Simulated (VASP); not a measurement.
Calculation: AM05 GGA, VASP's PBE PAW potentials (set 64) (plane waves; VASP 6.6.1).

A VASP calculation is set up with these files.

POSCAR:
```
ZrB2
1.0
  1.5439147643  -2.6741392670   0.0000000000
  1.5439147643   2.6741392670   0.0000000000
  0.0000000000   0.0000000000   3.4343222859
Zr B
1 2
Direct
  0.0000000000   0.0000000000   0.0000000000
  0.3333330000   0.6666670000   0.5000000000
  0.6666670000   0.3333330000   0.5000000000
```

### KPOINTS
```
kpoints
0
gamma
 11 11 9
0 0 0
```

INCAR:
```
SYSTEM = ZrB2
PREC = Accurate
ENCUT = 520
EDIFF = 1E-7
NELM = 100
ALGO = Normal
LREAL = .FALSE.
LASPH = .TRUE.
ISMEAR = 1
SIGMA = 0.1
GGA = AM
LMAXMIX = 4
LWAVE = .FALSE.
LCHARG = .FALSE.
ISIF = 4
IBRION = 2
NSW = 30
EDIFFG = -0.01
```

POTCAR, in this order: Zr_sv B (PBE.64 set). Program: vasp_std.

### Question
Estimate the energy per atom (σ→0), band gap (on the k-mesh).

### Answer

```json
{
  "energy per atom (σ→0)": "-8.667 eV/atom",
  "band gap (on the k-mesh)": "none (metal, semimetal or under 0.01 eV)"
}
```

### OSZICAR
```
...
DAV:   6    -0.260002699775E+02   -0.68791E-07   -0.93364E-08  1695   0.297E-03
   2 F= -.26000270E+02 E0= -.26000251E+02  d E =-.716493E-03
       N       E                     dE             d eps       ncg     rms          rms(c)
DAV:   1    -0.260003310165E+02   -0.61108E-04   -0.28965E-03  2210   0.547E-01    0.386E-02
DAV:   2    -0.260003028345E+02    0.28182E-04   -0.63644E-05  2360   0.707E-02    0.216E-02
DAV:   3    -0.260002914402E+02    0.11394E-04   -0.29659E-05  2425   0.501E-02    0.483E-03
DAV:   4    -0.260002914033E+02    0.36895E-07   -0.61678E-07  2260   0.729E-03
   3 F= -.26000291E+02 E0= -.26000272E+02  d E =-.737919E-03
```

The compound is ZrB2 in the AlB2 type structure. This cell is one point of a volume scan, at 0.94 of the reference volume. Symmetry was kept, so distortions that lower it aren't found.
